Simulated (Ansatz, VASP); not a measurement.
# NaCl: VASP beside Ansatz, part 2 of 2

Wanted: the spread between two codes on one cell, functional and k mesh. The cell is taken from a series of runs on this material, whose earlier steps may have relaxed, scaled, displaced or heated it; both programs get it as it stands.

VASP 6.6.1 and Ansatz 0.2.0.

So far: The structure; VASP: zone-centre phonons, PBEsol.

### Step 3. Ansatz: zone-centre phonons, PBEsol

Level of this step: Ansatz beside VASP: Kohn-Sham DFT, plane waves, PBEsol (Ansatz).

Ansatz runs on norm-conserving files, of PseudoDojo where its log says so.

The same cell, functional and mesh now go to Ansatz, which takes its cutoff from its data sets.

input.yaml reads:

```yaml
crystal:
  lattice:
    - [0.0, 2.801760314, 2.801760314]
    - [2.801760314, 0.0, 2.801760314]
    - [2.801760314, 2.801760314, 0.0]
  atoms:
    - { symbol: Na, position: [0.0, 0.0, 0.0] }
    - { symbol: Cl, position: [0.5, 0.5, 0.5] }
kpoints:
  mp_grid: { grid: [6, 6, 6] }
hamiltonian:
  xc: pbesol
  pseudopotentials: { kind: nc, accuracy: standard }
scf:
  occupations: { method: fixed }
output:
  eigenvalues: true
phonons:
  method: dfpt
  dielectric: true
  rigid_motions: translations
```

Launch:

```console
$ ansatz run input.yaml --threads 4 --pin off --max-ram 15360MiB --backend cpu --events-out ev --progress --plain --runs-dir out
```

Numbers of over 12 decimals in the logs are rounded to 6 here.

The log of the run:

```text
Engine: ansatz 0.2.0, aarch64-unknown-linux-gnu
Pseudopotentials: kind: nc
Pseudopotential: Na, nc, valence charge 9, recommended cutoff 1197.300995 eV (normal), Na.nc.azcp (PseudoDojo's, or run here from an input of PseudoDojo's; its table is named by hamiltonian.pseudopotentials.accuracy)
Pseudopotential: Cl, nc, valence charge 7, recommended cutoff 789.130201 eV (normal), Cl.nc.azcp (PseudoDojo's, or run here from an input of PseudoDojo's; its table is named by hamiltonian.pseudopotentials.accuracy)
Functional definition: PBEsol
  exchange = pbesol_x
  correlation = pbesol_c
Crystal: 2 atoms, lattice volume = 43.987 Å³
Basis set: ecut = 1197.300995 eV, 4111 PW (Γ), exchange–correlation on 90×90×90 points (8 copies of the dense FFT grid, shifted against one another)
Bands: 12, of which v1, the nominal top of the filled ones, is band 8 counted from 1 (7 counted from 0)
Symmetry: 48 space group operations
k-points: 30 of 216 (irreducible under 8 space group operations, time reversal used)
Non-local potential: Na, projectors of the file, l = 0: 2, l = 1: 2
Non-local potential: Cl, projectors of the file, l = 0: 2, l = 1: 2, l = 2: 2
Initial density: superposition of atomic densities (chi_scale 0.1, normalization cell, long waves kept (reshape's long-wave potential 0.00 eV rms))
Initial wavefunctions: pseudopotential atomic-orbital guess
Functional: x = pbesol(κ = 0.804, μ = 0.123457), c = pbesol(β = 0.046)
SCF iter   1: F=—  HF=-1691.639701 eV  |F-HF|=—  |Δ(HF+E_count)|=         —  Δρ=8.68e-2  dr2=2.30e0  ethr=3.10e-3  ⟨swp⟩=5.0  Hψ=1960  notcnv=0  defer=34
preconditioner: auto → none  [insulator: Δε(μ)=3.869 eV  Ē_g=12.659 eV  n_scr=14 (ndim 8)  ℏωp=15.8 eV  f_vac=0.000  ε∞_Penn≈2.6]
SCF iter   2: F=—  HF=-1690.504867 eV  |F-HF|=—  |Δ(HF+E_count)|=    1.13e0  Δρ=1.71e-2  dr2=1.19e-1  ethr=3.10e-3  ⟨swp⟩=3.0  Hψ=1055  notcnv=0  defer=31
SCF iter   3: F=—  HF=-1690.464302 eV  |F-HF|=—  |Δ(HF+E_count)|=   4.06e-2  Δρ=8.33e-3  dr2=1.26e-2  ethr=7.41e-4  ⟨swp⟩=2.9  Hψ=655  notcnv=0  defer=58
SCF iter   4: F=—  HF=-1690.462926 eV  |F-HF|=—  |Δ(HF+E_count)|=   1.38e-3  Δρ=2.02e-3  dr2=1.03e-3  ethr=7.88e-5  ⟨swp⟩=3.4  Hψ=566  notcnv=0  defer=58
SCF iter   5: F=—  HF=-1690.463197 eV  |F-HF|=—  |Δ(HF+E_count)|=   2.71e-4  Δρ=2.23e-4  dr2=1.59e-5  ethr=6.43e-6  ⟨swp⟩=2.0  Hψ=542  notcnv=0  defer=58
SCF iter   6: F=—  HF=-1690.463213 eV  |F-HF|=—  |Δ(HF+E_count)|=   1.61e-5  Δρ=3.84e-5  dr2=6.12e-7  ethr=9.92e-8  ⟨swp⟩=2.2  Hψ=538  notcnv=0  defer=58
SCF iter   7: F=—  HF=-1690.463166 eV  |F-HF|=—  |Δ(HF+E_count)|=   4.70e-5  Δρ=6.44e-6  dr2=1.20e-8  ethr=3.83e-9  ⟨swp⟩=2.4  Hψ=506  notcnv=0  defer=27
SCF iter   8: F=-1690.463166 eV  HF=-1690.463166 eV  |F-HF|=5.84e-11  |Δ(HF+E_count)|=   2.21e-9  Δρ=7.79e-7  dr2=9.29e-11  ethr=1.00e-12  ⟨swp⟩=10.4  Hψ=3061  notcnv=0
SCF 1 converged in 8 iterations: F = -1690.463166 eV  dr2 = 9.29e-11
NSCF: frozen V_eff on 2 k-points
DFPT response loops at Γ: preconditioner auto → none (the input reference at scf.mixing.eps_inf says where Resta's filter doesn't serve); β = 0.50; Broyden in place of MSR1
── the response to a field inside a basis, on 6×6×6 k-points: an SCF that follows is theirs, and a resumed run solves both again ──
Bands: 9, of which v1, the nominal top of the filled ones, is band 8 counted from 1 (7 counted from 0)
k-points: 28 of 216 (irreducible under 12 space group operations)
Initial density: handed on by an earlier stage of this run
Initial wavefunctions: pseudopotential atomic-orbital guess (no wavefunctions were taken with the density)
Eigensolver: Dense (28 Hₖ)
SCF iter   1: F=—  HF=-1690.461142 eV  |F-HF|=—  |Δ(HF+E_count)|=         —  Δρ=8.15e-5  dr2=2.25e-7  ethr=1.00e-1
preconditioner: auto → none  [insulator: Δε(μ)=5.271 eV  Ē_g=18.706 eV  n_scr=14 (ndim 8)  ℏωp=20.9 eV  f_vac=0.019  ε∞_Penn≈2.3]
SCF iter   2: F=-1690.461144 eV  HF=-1690.461143 eV  |F-HF|=3.76e-7  |Δ(HF+E_count)|=   1.10e-6  Δρ=4.08e-5  dr2=5.46e-8  ethr=1.41e-9
SCF 1 converged in 2 iterations: F = -1690.461144 eV  dr2 = 5.46e-8
DFPT response loops at Γ: mixed as the last ones told, above
SCF converged after 8 iterations
Free energy (F): -1690.463166 eV
Harris-Foulkes:  -1690.463166 eV  (|F-HF|=5.84e-11)
Internal energy: -1690.463166 eV  (E = F + TS)
E sigma→0 (E₀):  -1690.463166 eV
Fermi energy:    1.151296 eV
--- Per-component energies (eV) ---
  E_band       = -232.637000
  E_kinetic    = 909.206070
  E_local      = -1567.040280  (includes V_loc(G=0)·N_el)
  E_nonlocal   = -342.659148
  E_hartree    = 558.193114
  E_xc         = -305.914838
  E_vxc        = -348.530098  (∫ρ·V_xc dr)
  E_ewald      = -942.248085
  E_smearing   = -0.000000  (= −TS)
  E_closure    = -0.000000  (closes the sum)
  Σ components = -1690.463166   (vs F -1690.463166, Δ=0.00e0)
--- Band table (eV; the first three rows and the last of 30) ---
  k-point 0: bands = [... 4 lower, -11.5334, 1.1513, 1.1513, 1.1513, 6.1596, 12.0833, 12.0833, 12.0833]
  k-point 1: bands = [... 4 lower, -11.4468, 0.5144, 1.0782, 1.0782, 6.9936, 11.2984, 12.3710, 12.3710]
  k-point 2: bands = [... 4 lower, -11.2659, -0.4623, 0.9391, 0.9391, 8.0752, 11.1578, 12.1965, 12.1965]
  k-point 29: bands = [... 4 lower, -11.1068, -0.3664, 0.1879, 0.3980, 9.4899, 9.8558, 11.5481, 13.1461]
--- Phonons (Γ-DFPT): 2 representative perturbations + reference, on 30 of 216 k-points (Σ response iterations 6) ---
  k mesh reduced under 8 symmetry operations, with k and −k counted as one. Each operation leaves every solved perturbation unchanged. A smaller set is not considered because the run solves the response to a homogeneous field
  ASR residual: 1.147e-2 → 0.000e0 eV/Å²; symmetrization residual: 1.423e-5 eV/Å²
  ASR residual per site (eV/Å²): 1.15e-2 3.44e-4
  Γ frequencies (cm⁻¹): 0.00 0.00 0.00 166.62 166.62 166.62
  ε∞ (high-frequency dielectric tensor):
        2.571752    -0.000000    -0.000000
       -0.000000     2.571752     0.000000
       -0.000000     0.000000     2.571752
  ε⁰ (static dielectric tensor: ions relaxed, cell fixed):
        6.028423    -0.000000    -0.000000
       -0.000000     6.028423     0.000000
       -0.000000     0.000000     6.028423
  ε⁰ − ε∞ (ionic part):
        3.456671    -0.000000    -0.000000
       -0.000000     3.456671     0.000000
       -0.000000     0.000000     3.456671
  softest optical mode at Γ: 166.62 cm⁻¹; the repairs (sum rule, projections) moved no ω² at Γ by more than (11.69 cm⁻¹)²
  Born effective charges Z* (e; rows j = field, columns β = displacement):
    site 0:
         1.09377   -0.00000    0.00000
        -0.00000    1.09377   -0.00000
        -0.00000    0.00000    1.09377
    site 1:
        -1.09377    0.00000   -0.00000
         0.00000   -1.09377    0.00000
         0.00000   -0.00000   -1.09377
  Z* charge neutrality: 5.471e-4 e pre-enforcement
  solved inside a basis spanned on kpoints, on 6×6×6 k-points, its susceptibility summed on 10×10×10: ε∞ is read to err by 5.1e-3, Z* by 9.8e-3 e (field_mesh: kpoints solves on kpoints); Z* is corrected for what the basis lacks
  optical modes at Γ without the LO–TO term, one row a degenerate level:
      ω (cm⁻¹)  modes    IR ((D/Å)²/amu)
        166.62      3             5.9373
  optical modes at Γ + LO–TO along q̂ = [1.0000, 0.0000, 0.0000]:
      ω (cm⁻¹)  modes    IR ((D/Å)²/amu)
        166.62      2             3.9582
        255.10      1             1.9791
  optical modes at Γ + LO–TO along q̂ = [0.0000, 1.0000, 0.0000]:
      ω (cm⁻¹)  modes    IR ((D/Å)²/amu)
        166.62      2             3.9582
        255.10      1             1.9791
  optical modes at Γ + LO–TO along q̂ = [0.0000, 0.0000, 1.0000]:
      ω (cm⁻¹)  modes    IR ((D/Å)²/amu)
        166.62      2             3.9582
        255.10      1             1.9791
```

### Step 4. Side by side

Known differences besides the potentials themselves: fixed occupations in Ansatz, narrow Gaussian smearing in VASP; VASP's response is taken on the typed mesh, Ansatz refines its own for the field response alone; the data sets hold 16 valence electrons in Ansatz (on norm-conserving files, of PseudoDojo where its log says so) and 14 in VASP; the cutoff is 1197.3 eV in Ansatz and 500 eV in VASP. Total energies have different zeros and are not compared.

The two programs side by side:

```tsv
quantity	Ansatz	VASP	difference
ε∞ xx	2.57	2.57	+0.18 %
ε∞ yy	2.57	2.57	+0.18 %
ε∞ zz	2.57	2.57	+0.18 %
Born charge of Na1 (mean of the diagonal) (e)	1.09	1.09	0.00
Born charge of Cl2 (mean of the diagonal) (e)	-1.09	-1.09	0.00
optical mode 1 to 3 (cm⁻¹)	166.6	167.7	-0.64 %
```

Modes are paired by rising frequency, not by their patterns, so a pair may set unlike modes beside each other; they are those without the splitting of longitudinal modes.

### Step 5. What came out

* r.m.s. difference of the optical zone-centre modes, each program's sorted by frequency (zone-centre phonons, PBEsol): 1.1 cm⁻¹
* difference in optical mode 1 to 3 (zone-centre phonons, PBEsol): -0.6 %

In words: The r.m.s. difference of the optical zone-centre modes, each program's sorted by frequency is 1.1 cm⁻¹ (zone-centre phonons, PBEsol). The data sets hold unlike numbers of valence electrons (16 in Ansatz and 14 in VASP), so part of the differences comes from the potentials. Among the rows given in per cent, the largest difference of the zone-centre phonons, PBEsol pair is in optical mode 1 to 3, -0.6 %. Such differences can come from data sets, numerical settings and the points named under the comparisons, not from the functional's error against experiment.

[Lines on the potential files, build, host, timing and source positions are cut from VASP's logs without a mark.]

[Logs are printed without paths, hosts, clocks, repeated set-up lines and the standing remarks that a program may print on its own settings, such as how far it seeks lower states.]

[Hosts, paths, dates, database ids (printed as entryN), source tags and the programs' standing remarks are cut or masked in the printed files.]
